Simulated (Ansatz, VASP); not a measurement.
# Cross-check of AgIr (AgIr in the L10 ordering) between VASP and Ansatz

Aim: how closely do two programs agree when they are given the same cell, functional and k mesh? The cell is generated by rule, not measured, and may not be a known phase. The cell is taken from a series of runs on this material, whose earlier steps may have relaxed, scaled, displaced or heated it; both programs get it as it stands.

Main program and level: Ansatz 0.2.0; plane waves, with VASP 6.6.1 beside it; single point at PBE.

The structure was built from a prototype and need not be the compound's stable phase.

**1. Starting point**

It takes space group P4/mmm (No. 123, tetragonal). Conventional cell: a = 2.806 Å, b = 2.806 Å, c = 3.969 Å, α = 90.00°, β = 90.00°, γ = 90.00°. Nearest to Ag lie 4 Ag at 2.81 Å and 8 Ir at 2.81 Å. Ir has 4 Ir at 2.81 Å and 8 Ag at 2.81 Å nearest. Farther neighbours are not listed.

Structure file:

```cif
data_structure
_symmetry_space_group_name_H-M 'P4/mmm'
_symmetry_Int_Tables_number 123
_cell_length_a 2.8064
_cell_length_b 2.8064
_cell_length_c 3.9690
_cell_angle_alpha 90.000
_cell_angle_beta 90.000
_cell_angle_gamma 90.000
_cell_volume 31.26
loop_
_atom_site_label
_atom_site_type_symbol
_atom_site_symmetry_multiplicity
_atom_site_Wyckoff_symbol
_atom_site_fract_x
_atom_site_fract_y
_atom_site_fract_z
_atom_site_occupancy
Ag1 Ag 1 a 0.00000 0.00000 0.00000 1
Ir1 Ir 1 d 0.50000 0.50000 0.50000 1
```

**2. Ansatz: single point, PBE**

Ansatz runs on its default PAW (the set named soft_2) files.

A single point gives forces, pressure and levels at one fixed geometry, so differences don't come from the geometry; what else differs is listed under the comparison.

File input.yaml:

```yaml
crystal:
  lattice:
    - [2.80645, 0.0, 0.0]
    - [0.0, 2.80645, 0.0]
    - [0.0, 0.0, 3.96896]
  atoms:
    - { symbol: Ag, position: [0.0, 0.0, 0.0] }
    - { symbol: Ir, position: [0.5, 0.5, 0.5] }
kpoints:
  mp_grid: { grid: [6, 6, 4] }
hamiltonian:
  xc: pbe
scf:
  occupations: { method: gaussian, width: 0.1 }
output:
  forces: true
  stress: true
  eigenvalues: true
```

The run is started by

```sh
> ansatz run input.yaml --threads 4 --pin off --max-ram 8192MiB --backend cpu --events-out ev --progress --plain --runs-dir out
```

Numbers of over 12 decimals in the logs are rounded to 6 here.

The program printed:

```text
Engine: ansatz 0.2.0, x86_64-unknown-linux-gnu
Pseudopotentials: kind: paw
Pseudopotential: Ag, paw, valence charge 19, recommended cutoff 420 eV (normal), Ag.paw.azcp
Pseudopotential: Ir, paw, valence charge 17, recommended cutoff 420 eV (normal), Ir.paw.azcp
Functional definition: PBE
  parameter kappa = 0.804
  parameter beta = 0.066725
  exchange = pbe_x(kappa = kappa, mu = beta*pi^2/3)
  correlation = pbe_c(beta = beta)
Crystal: 2 atoms, lattice volume = 31.260 Å³
Basis set: ecut = 420 eV, 609 PW (Γ), exchange–correlation on 40×40×54 points (8 copies of the dense FFT grid, shifted against one another)
Bands: 22, of which v1, the nominal top of the filled ones, is band 18 counted from 1 (17 counted from 0)
Symmetry: 16 space group operations
Space group: P4/mmm (ITA 123), of the structure as read, at distance tolerance 3.2e-5 Å
k-points: 30 of 144
Non-local potential: Ag, projectors of the file, l = 0: 3, l = 1: 2, l = 2: 2, l = 3: 1
Non-local potential: Ir, projectors of the file, l = 0: 3, l = 1: 2, l = 2: 2, l = 3: 1
PAW form: soft (Blöchl's): semilocal exchange-correlation on the pseudo side does not see the compensation charge
PAW one-centre angular grid: Ag, 590 points (default); XC on 64 Gauss nodes
PAW one-centre angular grid: Ir, 590 points (default); XC on 64 Gauss nodes
Initial density: superposition of atomic densities (neutral atoms: chi_scale 0, normalization atom), corrected by the library's trained network
Initial wavefunctions: pseudopotential atomic-orbital guess
Functional: x = pbe(κ = 0.804, μ = 0.219515), c = pbe(β = 0.066725)
SCF iter   1: F=—  HF=-19524.589334 eV  |F-HF|=—  |Δ(HF+E_count)|=         —  Δρ=6.05e-3  dr2=4.81e-3  ethr=1.77e-3  ⟨swp⟩=4.2  Hψ=2426  notcnv=0
preconditioner: auto → Kerker (q_TF=auto, 2.793 Å⁻¹)  [metal: Δε(μ)=0.018 eV  Ē_g=9.401 eV  σ=0.100 eV  W_gap=0.10  n_scr=14 (ndim 8)  ℏωp=29.7 eV  f_vac=0.000  D(μ)=3.48/eV (n_scr^D=48)]
SCF iter   2: F=—  HF=-19524.589797 eV  |F-HF|=—  |Δ(HF+E_count)|=   4.62e-4  Δρ=3.29e-3  dr2=1.70e-3  ethr=1.34e-5  ⟨swp⟩=2.2  Hψ=1079  notcnv=0
SCF iter   3: F=—  HF=-19524.589698 eV  |F-HF|=—  |Δ(HF+E_count)|=   9.82e-5  Δρ=4.16e-4  dr2=6.67e-5  ethr=4.73e-6  ⟨swp⟩=2.0  Hψ=878  notcnv=0
SCF iter   4: F=—  HF=-19524.589688 eV  |F-HF|=—  |Δ(HF+E_count)|=   1.03e-5  Δρ=1.11e-4  dr2=5.22e-6  ethr=1.85e-7  ⟨swp⟩=1.7  Hψ=802  notcnv=0
SCF iter   5: F=—  HF=-19524.589687 eV  |F-HF|=—  |Δ(HF+E_count)|=   1.02e-6  Δρ=3.38e-5  dr2=4.40e-7  ethr=1.45e-8  ⟨swp⟩=2.2  Hψ=987  notcnv=0
SCF iter   6: F=-19524.589687 eV  HF=-19524.589687 eV  |F-HF|=8.29e-9  |Δ(HF+E_count)|=   4.50e-8  Δρ=1.10e-5  dr2=2.35e-8  ethr=2.78e-10  ⟨swp⟩=5.1  Hψ=2461  notcnv=0
SCF 1 converged in 6 iterations: F = -19524.589687 eV  dr2 = 2.35e-8
  greatest PAW one-centre occupation: 1.001 electrons in one spin orbital (limit 2), on the Ag atom at site 0 (counted from 0), in its partial waves of l = 0
SCF converged after 6 iterations
Free energy (F): -19524.589687 eV
Harris-Foulkes:  -19524.589687 eV  (|F-HF|=8.29e-9)
Internal energy: -19524.572940 eV  (E = F + TS)
E sigma→0 (E₀):  -19524.581314 eV
Entropy (-TS):   -0.016747 eV (-8.373 meV/atom)
Fermi energy:    20.525778 eV
--- Per-component energies (eV) ---
  E_band       = -322.820602
  E_kinetic    = 1149.692620
  E_local      = -3255.518035  (includes V_loc(G=0)·N_el)
  E_nonlocal   = 152.512009
  E_hartree    = 1403.018016
  E_xc         = -452.522487
  E_vxc        = -534.602148  (∫ρ·V_xc dr)
  E_paw        = -13124.064658  (= ΣΔE_a)
  E_vpaw       = -640.944036  (= ΣTr[D̂ρ^β])
  E_aug_tail   = 0.000359  (compensation charges beyond the density's cutoff)
  E_ewald      = -5397.690766
  E_smearing   = -0.016747  (= −TS)
  E_closure    = 0.000000  (closes the sum)
  Σ components = -19524.589687   (vs F -19524.589687, Δ=0.00e0)
--- Forces (eV/Å), atoms counted from 1 ---
  atom   1  Ag    -0.00000000     0.00000000     0.00000000
  atom   2  Ir     0.00000000    -0.00000000     0.00000000
  max |Σ_I F_I| component: 6.31e-30 eV/Å
--- Stress (GPa, compression-positive) ---
       -0.206566       0.000000       0.000000
        0.000000      -0.206566       0.000000
        0.000000       0.000000       8.593868
  P = ⅓ Tr σ = 2.7269 GPa (27.269 kbar)
--- Band table (eV; the first three rows and the last of 30) ---
  k-point 0: bands = [... 14 lower, 17.1740, 18.5658, 20.9735, 20.9735, 21.3517, 22.6777, 29.7313, 32.1373]
  k-point 1: bands = [... 14 lower, 17.2088, 17.9905, 20.3260, 20.4188, 20.4188, 21.2872, 33.2371, 33.6776]
  k-point 2: bands = [... 14 lower, 16.8157, 17.2446, 18.8146, 19.8639, 19.8639, 21.2220, 36.3173, 36.8474]
  k-point 29: bands = [... 14 lower, 17.1222, 18.0119, 19.9925, 22.7076, 27.8396, 27.8396, 28.1524, 28.9053]
```

The run ends at a pressure of 2.73 GPa.

**3. VASP: single point, PBE**

The same cell, functional, mesh and smearing now go to VASP, with its own data sets and cutoff.

Lines of VASP's logs that name or quote its potential files are left out, and so is its time.

File INCAR:

```
SYSTEM = AgIr
PREC = Accurate
ENCUT = 400
EDIFF = 1E-06
NELM = 100
ISMEAR = 0
SIGMA = 0.1
LREAL = .FALSE.
ALGO = Normal
GGA = PE
NBANDS = 16
LORBIT = 11
LWAVE = .FALSE.
LCHARG = .FALSE.
KPAR = 2
ISIF = 2
```

File POSCAR:

```
AgIr
1.0
    2.8064500000      0.0000000000      0.0000000000
    0.0000000000      2.8064500000      0.0000000000
    0.0000000000      0.0000000000      3.9689600000
Ag Ir
1 1
Direct
    0.0000000000      0.0000000000      0.0000000000
    0.5000000000      0.5000000000      0.5000000000
```

File KPOINTS:

```
Automatic mesh
0
Gamma
6 6 4
0 0 0
```

The projector-augmented-wave data sets are Ag and Ir (PBE family, release 64).

The run is started by

```sh
> mpirun -np 2 vasp_std
```

The program printed:

```text
[banner, memory and clock lines left out]
running    2 mpi-ranks, on    1 nodes
 distrk:  each k-point on    1 cores,    2 groups
 distr:  one band on    1 cores,    1 groups

 POSCAR found type information on POSCAR AgIr
 POSCAR found :  2 types and       2 ions
 LDA part: xc-table for (Slater+PW92), standard interpolation
 POSCAR, INCAR and KPOINTS ok, starting setup
 FFT: planning ... GRIDC
 FFT: planning ... GRID_SOFT
 FFT: planning ... GRID
 WAVECAR not read
 entering main loop
       N       E                     dE             d eps       ncg     rms          rms(c)
DAV:   1     0.109711396523E+03    0.10971E+03   -0.83046E+03   984   0.973E+02
DAV:   2    -0.913672811268E+01   -0.11885E+03   -0.11150E+03   968   0.265E+02
DAV:   3    -0.112302164780E+02   -0.20935E+01   -0.20845E+01  1344   0.407E+01
DAV:   4    -0.112447464374E+02   -0.14530E-01   -0.14529E-01  1064   0.316E+00
DAV:   5    -0.112451160455E+02   -0.36961E-03   -0.36960E-03  1328   0.509E-01    0.130E+01
DAV:   6    -0.104598373512E+02    0.78528E+00   -0.25579E+00  1032   0.228E+01    0.866E+00
DAV:   7    -0.103783562130E+02    0.81481E-01   -0.94162E-01  1168   0.137E+01    0.375E+00
DAV:   8    -0.103167090580E+02    0.61647E-01   -0.17677E-01  1080   0.733E+00    0.221E+00
DAV:   9    -0.103115073297E+02    0.52017E-02   -0.93513E-03  1104   0.126E+00    0.875E-02
DAV:  10    -0.103114727443E+02    0.34585E-04   -0.24447E-04  1192   0.140E-01    0.354E-02
DAV:  11    -0.103114696599E+02    0.30844E-05   -0.27698E-05  1192   0.575E-02    0.930E-03
DAV:  12    -0.103114699506E+02   -0.29071E-06   -0.16972E-06   896   0.158E-02
   1 F= -.10311470E+02 E0= -.10303364E+02  d E =-.162124E-01
```

OUTCAR, selected parts (step 3):

```text
ion  position               nearest neighbor table
   1  0.000  0.000  0.000-   2 2.81   2 2.81   2 2.81   2 2.81   2 2.81   2 2.81   2 2.81   2 2.81

  LATTYP: Found a simple tetragonal cell.
 ALAT       =     2.8064500000
 C/A-ratio  =     1.4142279392

 Subroutine GETGRP returns: Found 16 space group operations
 (whereof 16 operations were pure point group operations)

The static configuration has the point symmetry D_4h.

 Found     30 irreducible k-points:

   k-points           NKPTS =     30   k-points in BZ     NKDIM =     30   number of bands    NBANDS=     16

   dimension x,y,z NGX =    18 NGY =   18 NGZ =   28
   dimension x,y,z NGXF=    36 NGYF=   36 NGZF=   56

   ENCUT  =  400.0 eV  29.40 Ry    5.42 a.u.   4.58  4.58  6.47*2*pi/ulx,y,z

   NELECT =      20.0000    total number of electrons

 k-points in reciprocal lattice and weights: Automatic mesh
   0.00000000  0.00000000  0.00000000       0.007
   0.16666667  0.00000000  0.00000000       0.028
   0.33333333  0.00000000  0.00000000       0.028
   0.50000000  0.00000000  0.00000000       0.014
   0.16666667  0.16666667  0.00000000       0.028
   0.33333333  0.16666667  0.00000000       0.056
   0.50000000  0.16666667  0.00000000       0.028
   0.33333333  0.33333333  0.00000000       0.028
   0.50000000  0.33333333  0.00000000       0.028
[...]
0.50000000  0.33333333  0.50000000       0.028
   0.50000000  0.50000000  0.50000000       0.007

 average (electrostatic) potential at core
       1 -70.6112       2 -49.1539

 E-fermi :   8.6492

 k-point     1 :       0.0000    0.0000    0.0000
  band No.  band energies     occupation
    ...
      4       4.3072      2.00000
      5       4.3072      2.00000
      6       5.2198      2.00000
      7       5.2778      2.00000
      8       6.6921      2.00000
      9       9.0892      0.00000
     10       9.0892      0.00000
     11       9.4703      0.00000
     12      10.8323      0.00000
     13      17.8574      0.00000
    ...

 k-point     2 :       0.1667    0.0000    0.0000
  band No.  band energies     occupation
    ...
      5       4.4417      2.00000
      6       5.0626      2.00000
      7       5.5116      2.00000
      8       6.8436      2.00000
      9       7.3487      2.00000
     10       8.8781      0.00121
     11       8.9554      0.00001
     12      13.1983      0.00000
     13      16.7116      0.00000
     14      18.7694      0.00000
    ...

 k-point     3 :       0.3333    0.0000    0.0000
  band No.  band energies     occupation
    ...
      7       5.6153      2.00000
      8       5.7742      2.00000
      9       7.8649      2.00000
     10       7.9021      2.00000
     11       8.6545      0.94115
     12      13.5165      0.00000
     13      16.6626      0.00000
     14      18.2425      0.00000
     15      22.6929      0.00000
     16      24.5156      0.00000

  Total       -0.0783969     -0.0783969      1.6413433      0.0000000      0.0000000      0.0000000
  in kB       -4.0180755     -4.0180755     84.1237587      0.0000000      0.0000000      0.0000000
  external PRESSURE =      25.3625359 kB  Pullay stress =       0.0000000 kB

  energy-cutoff  :      400.00
  volume of cell :       31.26
      direct lattice vectors                 reciprocal lattice vectors
     2.806450000  0.000000000  0.000000000     0.356322044  0.000000000  0.000000000
     0.000000000  2.806450000  0.000000000     0.000000000  0.356322044  0.000000000
     0.000000000  0.000000000  3.968960000     0.000000000  0.000000000  0.251955172

 POSITION                                       TOTAL-FORCE (eV/Angst)
 -----------------------------------------------------------------------------------
      0.00000      0.00000      0.00000         0.000000      0.000000      0.000000
      1.40322      1.40322      1.98448         0.000000      0.000000      0.000000
 -----------------------------------------------------------------------------------
    total drift:                                0.000000     -0.000000     -0.000000

  FREE ENERGIE OF THE ION-ELECTRON SYSTEM (eV)
  ---------------------------------------------------
  free  energy   TOTEN  =       -10.3114699506 eV

  energy  without entropy=      -10.2952575566  energy(sigma->0) =      -10.30336375

 total charge
# of ion       s       p       d       tot
------------------------------------------
    1        0.450   0.448   9.087   9.984
    2        0.598   0.477   6.985   8.061
--------------------------------------------------
tot          1.049   0.925  16.072  18.045

[... 3 further parts left out ...]
```

The run ends at a pressure of 2.54 GPa.

**4. Side by side**

Known differences besides the potentials themselves: the data sets hold 36 valence electrons in Ansatz (default PAW (the set named soft_2) files) and 20 in VASP; the cutoff is 420 eV in Ansatz and 400 eV in VASP; VASP leaves aspherical gradient terms in its spheres out (LASPH is not set), Ansatz keeps them. Total energies have different zeros and are not compared.

Both answers:

```csv
quantity,Ansatz,VASP,difference
pressure (GPa),2.73,2.54,+0.19
```

**5. Results**

```
difference in pressure (single point, PBE) : 0.19 GPa
```

What this shows: The difference in pressure is 0.19 GPa (single point, PBE), within the 1 GPa picked in this series as the mark of a large difference. How closely two codes agree says nothing of how well the functional describes the real material.

[Lines on the potential files, build, host, timing and source positions are cut from VASP's logs without a mark.]

[Logs are printed without paths, hosts, clocks, repeated set-up lines and the standing remarks that a program may print on its own settings, such as how far it seeks lower states.]

[Hosts, paths, dates, database ids (printed as entryN), source tags and the programs' standing remarks are cut or masked in the printed files.]
